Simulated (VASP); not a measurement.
Computed with eigenvalue-self-consistent GW0 on PBE orbitals, VASP's PBE PAW potentials (set 64) (plane waves; VASP 6.6.1).

The input files of a VASP run:

**INCAR**
```
! general
SYSTEM      = SrTe
PREC        = Normal
ENCUT       = 500
LREAL       = F
LASPH       = T
NBANDS      = 160

! electronic loop
ALGO        = EVGW0

! smearing
ISMEAR      = 0
SIGMA       = 0.01

! functional
GGA         = PE

! output
LWAVE       = F
LCHARG      = F

! other
NELMGW      = 4
NOMEGA      = 64
ENCUTGW     = 200
NBANDSGW    = 16
LSPECTRALGW = T
```

### KPOINTS
```
Automatic mesh
0
Gamma
4 4 4
0 0 0
```

File POSCAR:
```
SrTe
1
    0.0000000000     3.3300000000     3.3300000000
    3.3300000000     0.0000000000     3.3300000000
    3.3300000000     3.3300000000     0.0000000000
Sr Te
1 1
Direct
  0.0000000000   0.0000000000   0.0000000000
  0.5000000000   0.5000000000   0.5000000000
```

POTCAR, in this order: Sr_sv_GW Te_GW (PBE.64 set). Program: vasp_std. Read from the step before: WAVECAR, WAVEDER.

Output of the run:

File OSZICAR:
```
energies w=
    0.000    0.000    0.747    0.000    1.493    0.000    2.235    0.000
    2.972    0.000    3.703    0.000    4.427    0.000    5.142    0.000
    5.848    0.000    6.545    0.000    7.233    0.000    7.910    0.000
    8.579    0.000    9.238    0.000    9.890    0.000   10.533    0.000
   11.170    0.000   11.802    0.000   12.428    0.000   13.051    0.000
   13.671    0.000   14.291    0.000   14.910    0.000   15.532    0.000
   16.156    0.000   16.786    0.000   17.422    0.000   18.066    0.000
   18.721    0.000   19.388    0.000   20.070    0.000   20.769    0.000
   21.488    0.000   22.230    0.000   22.999    0.000   23.797    0.000
   24.630    0.000   25.502    0.000   26.419    0.000   27.386    0.000
   28.412    0.000   29.504    0.000   30.674    0.000   31.931    0.000
   33.290    0.000   34.768    0.000   36.384    0.000   38.164    0.000
   40.137    0.000   42.341    0.000   44.822    0.000   47.642    0.000
   50.879    0.000   54.638    0.000   59.058    0.000   64.334    0.000
   70.744    0.000   78.694    0.000   88.812    0.000  102.113    0.000
  120.358    0.000  146.888    0.000  188.919    0.000  265.444    0.000
NQ=   1    0.0000    0.0000    0.0000,
 performed        196000 updates of chi_q(r,r)
NQ=   2    0.2500    0.0000    0.0000,
 performed        576000 updates of chi_q(r,r)
NQ=   3    0.5000    0.0000    0.0000,
 performed        864000 updates of chi_q(r,r)
NQ=   4    0.2500    0.2500    0.0000,
 performed       1209000 updates of chi_q(r,r)
NQ=   5    0.5000    0.2500    0.0000,
 performed       1671000 updates of chi_q(r,r)
NQ=   6   -0.2500    0.2500    0.0000,
 performed       2082000 updates of chi_q(r,r)
NQ=   7    0.5000    0.5000    0.0000,
 performed       2350000 updates of chi_q(r,r)
NQ=   8   -0.2500    0.5000    0.2500,
 performed       2700000 updates of chi_q(r,r)
 resolving degeneracies of screened two electron integrals
NQ=   1    0.0000    0.0000    0.0000,
 performed        196000 updates of chi_q(r,r)
NQ=   2    0.2500    0.0000    0.0000,
 performed        576000 updates of chi_q(r,r)
NQ=   3    0.5000    0.0000    0.0000,
 performed        864000 updates of chi_q(r,r)
NQ=   4    0.2500    0.2500    0.0000,
 performed       1209000 updates of chi_q(r,r)
NQ=   5    0.5000    0.2500    0.0000,
 performed       1671000 updates of chi_q(r,r)
NQ=   6   -0.2500    0.2500    0.0000,
 performed       2082000 updates of chi_q(r,r)
NQ=   7    0.5000    0.5000    0.0000,
 performed       2350000 updates of chi_q(r,r)
NQ=   8   -0.2500    0.5000    0.2500,
 performed       2700000 updates of chi_q(r,r)
 resolving degeneracies of screened two electron integrals
NQ=   1    0.0000    0.0000    0.0000,
 performed        196000 updates of chi_q(r,r)
NQ=   2    0.2500    0.0000    0.0000,
 performed        576000 updates of chi_q(r,r)
NQ=   3    0.5000    0.0000    0.0000,
 performed        864000 updates of chi_q(r,r)
NQ=   4    0.2500    0.2500    0.0000,
 performed       1209000 updates of chi_q(r,r)
NQ=   5    0.5000    0.2500    0.0000,
 performed       1671000 updates of chi_q(r,r)
NQ=   6   -0.2500    0.2500    0.0000,
 performed       2082000 updates of chi_q(r,r)
NQ=   7    0.5000    0.5000    0.0000,
 performed       2350000 updates of chi_q(r,r)
NQ=   8   -0.2500    0.5000    0.2500,
 performed       2700000 updates of chi_q(r,r)
 resolving degeneracies of screened two electron integrals
NQ=   1    0.0000    0.0000    0.0000,
 performed        196000 updates of chi_q(r,r)
NQ=   2    0.2500    0.0000    0.0000,
 performed        576000 updates of chi_q(r,r)
NQ=   3    0.5000    0.0000    0.0000,
 performed        864000 updates of chi_q(r,r)
NQ=   4    0.2500    0.2500    0.0000,
 performed       1209000 updates of chi_q(r,r)
NQ=   5    0.5000    0.2500    0.0000,
 performed       1671000 updates of chi_q(r,r)
NQ=   6   -0.2500    0.2500    0.0000,
 performed       2082000 updates of chi_q(r,r)
NQ=   7    0.5000    0.5000    0.0000,
 performed       2350000 updates of chi_q(r,r)
NQ=   8   -0.2500    0.5000    0.2500,
 performed       2700000 updates of chi_q(r,r)
 resolving degeneracies of screened two electron integrals
```

File OUTCAR:
```


 k-point   1 :       0.0000    0.0000    0.0000
  band No. old QP-enery  QP-energies   sigma(KS)   T+V_ion+V_H  V^pw_x(r,r')   Z            occupation Imag(sigma)

      1     -32.7608     -32.8241     -19.2663     -13.6044     -28.9610       0.5760       2.0000       0.8305
      2     -15.2561     -15.2852     -18.8036       3.5075     -23.0222       0.7273       2.0000       0.2778
      3     -15.2561     -15.2852     -18.8036       3.5075     -23.0222       0.7273       2.0000       0.2778
      4     -15.2561     -15.2852     -18.8036       3.5075     -23.0222       0.7273       2.0000       0.2778
      5      -7.5187      -7.5329     -12.0702       4.5312     -17.1672       0.6984       2.0000       1.2117
      6       2.5816       2.5762     -11.5966      14.1712     -12.7741       0.7694       2.0000       0.1042
      7       2.5816       2.5762     -11.5966      14.1712     -12.7741       0.7694       2.0000       0.1042
      8       2.5816       2.5762     -11.5966      14.1712     -12.7741       0.7694       2.0000       0.1042
      9       6.8498       6.8506      -7.6044      14.4553      -3.9832       0.7899       0.0000      -0.1219
     10       7.4606       7.4622      -8.2766      15.7392      -4.3390       0.7754       0.0000      -0.1438
     11       7.4606       7.4622      -8.2766      15.7392      -4.3390       0.7754       0.0000      -0.1438
     12       7.4606       7.4622      -8.2766      15.7392      -4.3390       0.7754       0.0000      -0.1438
     13       8.3227       8.3246      -9.4196      17.7447      -5.5252       0.7720       0.0000      -0.1360
     14       8.3227       8.3246      -9.4196      17.7447      -5.5252       0.7720       0.0000      -0.1360
     15      11.0203      11.0218      -5.9907      17.0129      -1.5464       0.7723       0.0000      -0.3234
     16      15.8606      15.8619      -8.0921      23.9543      -2.7647       0.7636       0.0000      -0.6565

 k-point   2 :       0.2500    0.0000    0.0000
  band No. old QP-enery  QP-energies   sigma(KS)   T+V_ion+V_H  V^pw_x(r,r')   Z            occupation Imag(sigma)

      1     -32.7585     -32.8214     -19.2683     -13.5990     -28.9627       0.5777       2.0000       0.8321
      2     -15.3093     -15.3398     -18.6620       3.3101     -22.9485       0.7159       2.0000       0.3284
      3     -15.2562     -15.2852     -18.7958       3.4995     -23.0150       0.7254       2.0000       0.2748
      4     -15.2562     -15.2852     -18.7958       3.4995     -23.0150       0.7254       2.0000       0.2748
      5      -7.1824      -7.1961     -12.3381       5.1364     -17.2687       0.7063       2.0000       1.1399
      6       0.7522       0.7455     -10.5829      11.3261     -12.1531       0.7508       2.0000       0.1500
      7       1.9358       1.9301     -11.2846      13.2130     -12.5693       0.7638       2.0000       0.1154
      8       1.9358       1.9301     -11.2846      13.2130     -12.5693       0.7638       2.0000       0.1154
      9       7.2342       7.2354      -7.7229      14.9586      -3.9639       0.7812       0.0000      -0.1360
     10       8.2810       8.2831      -8.5690      16.8527      -4.4119       0.7659       0.0000      -0.1625
     11       8.2810       8.2831      -8.5690      16.8527      -4.4119       0.7659       0.0000      -0.1625
     12       9.2677       9.2692      -8.6955      17.9652      -4.6104       0.7622       0.0000      -0.1776
     13       9.7875       9.7899      -9.7682      19.5588      -5.5703       0.7578       0.0000      -0.1713
     14       9.7875       9.7899      -9.7682      19.5588      -5.5703       0.7578       0.0000      -0.1713
     15      12.5025      12.5048      -8.4565      20.9620      -3.5823       0.7474       0.0000      -0.3568
     16      13.7122      13.7146      -9.0560      22.7714      -4.0292       0.7438       0.0000      -0.4274

 k-point   3 :       0.5000    0.0000    0.0000
  band No. old QP-enery  QP-energies   sigma(KS)   T+V_ion+V_H  V^pw_x(r,r')   Z            occupation Imag(sigma)

      1     -32.7556     -32.8195     -19.2708     -13.5937     -28.9643       0.5868       2.0000       0.8335
      2     -15.3622     -15.3935     -18.5329       3.1267     -22.8822       0.7104       2.0000       0.3761
      3     -15.2561     -15.2854     -18.7881       3.4916     -23.0076       0.7263       2.0000       0.2715
      4     -15.2561     -15.2854     -18.7881       3.4916     -23.0076       0.7263       2.0000       0.2715
      5      -6.7952      -6.8076     -12.6454       5.8331     -17.3951       0.7249       2.0000       1.0574
      6      -0.4580      -0.4661     -10.2288       9.7598     -12.3233       0.7331       2.0000       0.2247
      7       1.4513       1.4450     -11.1644      12.6074     -12.6179       0.7549       2.0000       0.1307
      8       1.4513       1.4450     -11.1644      12.6074     -12.6179       0.7549       2.0000       0.1307
      9       7.6555       7.6565      -7.1506      14.8073      -3.5923       0.7852       0.0000      -0.1330
     10       9.5593       9.5619      -9.0771      18.6399      -4.4157       0.7443       0.0000      -0.2200
     11       9.9002       9.9032      -9.4732      19.3775      -4.6715       0.7403       0.0000      -0.2300
     12       9.9002       9.9032      -9.4732      19.3775      -4.6715       0.7403       0.0000      -0.2300
     13      10.5876      10.5893      -7.8582      18.4480      -3.7399       0.7648       0.0000      -0.2006
     14      10.5876      10.5893      -7.8582      18.4480      -3.7399       0.7648       0.0000      -0.2006
     15      12.6757      12.6797     -11.2203      23.9015      -6.1009       0.7210       0.0000      -0.3219
     16      12.6757      12.6797     -11.2203      23.9015      -6.1009       0.7210       0.0000      -0.3219

 k-point   4 :       0.2500    0.2500    0.0000
  band No. old QP-enery  QP-energies   sigma(KS)   T+V_ion+V_H  V^pw_x(r,r')   Z            occupation Imag(sigma)

      1     -32.7580     -32.8206     -19.2689     -13.5972     -28.9632       0.5788       2.0000       0.8330
      2     -15.2978     -15.3280     -18.6885       3.3485     -22.9587       0.7174       2.0000       0.3105
      3     -15.2775     -15.3072     -18.7788       3.4603     -23.0059       0.7231       2.0000       0.2837
      4     -15.2775     -15.3072     -18.7788       3.4603     -23.0059       0.7231       2.0000       0.2837
      5      -7.1570      -7.1705     -12.3195       5.1434     -17.2545       0.7079       2.0000       1.1401
      6       0.6369       0.6299     -10.7065      11.3340     -12.3971       0.7471       2.0000       0.1601
      7       2.0452       2.0395     -11.3306      13.3684     -12.6276       0.7662       2.0000       0.1131
      8       2.0452       2.0395     -11.3306      13.3684     -12.6276       0.7662       2.0000       0.1131
      9       6.3079       6.3088      -7.7203      14.0294      -4.0925       0.7839       0.0000      -0.1261
     10       8.0460       8.0473      -8.3918      16.4395      -4.5357       0.7800       0.0000      -0.1368
     11       8.7953       8.7975      -9.6277      18.4258      -5.5881       0.7693       0.0000      -0.1456
     12       9.4409       9.4434      -9.1553      18.5995      -4.6785       0.7525       0.0000      -0.2003
     13       9.4409       9.4434      -9.1553      18.5995      -4.6785       0.7525       0.0000      -0.2003
     14      11.1677      11.1697      -8.2960      19.4663      -3.9234       0.7568       0.0000      -0.2541
     15      12.7258      12.7294     -10.4618      23.1925      -5.3563       0.7255       0.0000      -0.3285
     16      13.5201      13.5220      -8.5801      22.1028      -3.7232       0.7558       0.0000      -0.4091

 k-point   5 :       0.5000    0.2500    0.0000
  band No. old QP-enery  QP-energies   sigma(KS)   T+V_ion+V_H  V^pw_x(r,r')   Z            occupation Imag(sigma)

      1     -32.7569     -32.8182     -19.2704     -13.5918     -28.9647       0.5821       2.0000       0.8352
      2     -15.3465     -15.3774     -18.6254       3.2356     -22.9249       0.7135       2.0000       0.3373
      3     -15.2954     -15.3255     -18.7464       3.4093     -22.9841       0.7198       2.0000       0.2884
      4     -15.2783     -15.3079     -18.7711       3.4518     -22.9993       0.7219       2.0000       0.2804
      5      -6.8865      -6.8991     -12.4854       5.5814     -17.3101       0.7197       2.0000       1.0872
      6       0.1801       0.1727     -10.5216      10.6918     -12.3958       0.7432       2.0000       0.1812
      7       1.1474       1.1409     -10.9507      12.0894     -12.5051       0.7548       2.0000       0.1384
      8       1.5992       1.5930     -11.2509      12.8420     -12.6874       0.7581       2.0000       0.1257
      9       6.9304       6.9315      -7.9413      14.8732      -4.2154       0.7792       0.0000      -0.1337
     10       9.5566       9.5590      -8.7634      18.3231      -4.3731       0.7568       0.0000      -0.1926
     11       9.5978       9.5997      -8.4400      18.0402      -4.2561       0.7632       0.0000      -0.1817
     12      10.0985      10.1013      -9.8090      19.9113      -5.3467       0.7519       0.0000      -0.1923
     13      10.2824      10.2854      -9.5876      19.8741      -4.8704       0.7429       0.0000      -0.2319
     14      10.5005      10.5032      -9.5054      20.0095      -4.8928       0.7452       0.0000      -0.2276
     15      12.3254      12.3284      -9.8650      22.1945      -5.0422       0.7405       0.0000      -0.3113
     16      12.9226      12.9245      -8.4321      21.3573      -3.7162       0.7567       0.0000      -0.3579

 k-point   6 :      -0.2500    0.2500    0.0000
  band No. old QP-enery  QP-energies   sigma(KS)   T+V_ion+V_H  V^pw_x(r,r')   Z            occupation Imag(sigma)

      1     -32.7565     -32.8194     -19.2703     -13.5936     -28.9642       0.5850       2.0000       0.8341
      2     -15.3281     -15.3586     -18.6139       3.2431     -22.9221       0.7153       2.0000       0.3425
      3     -15.3040     -15.3344     -18.7464       3.4000     -22.9849       0.7172       2.0000       0.2924
      4     -15.2567     -15.2860     -18.7882       3.4910     -23.0086       0.7235       2.0000       0.2714
      5      -6.9076      -6.9206     -12.5147       5.5889     -17.3324       0.7162       2.0000       1.0864
...
```
(Selected blocks of OUTCAR.)

The mesh is coarse and the basis finite, so the quasiparticle values are not converged.

The compound is SrTe in the rock salt structure. The cell was not relaxed at this level.
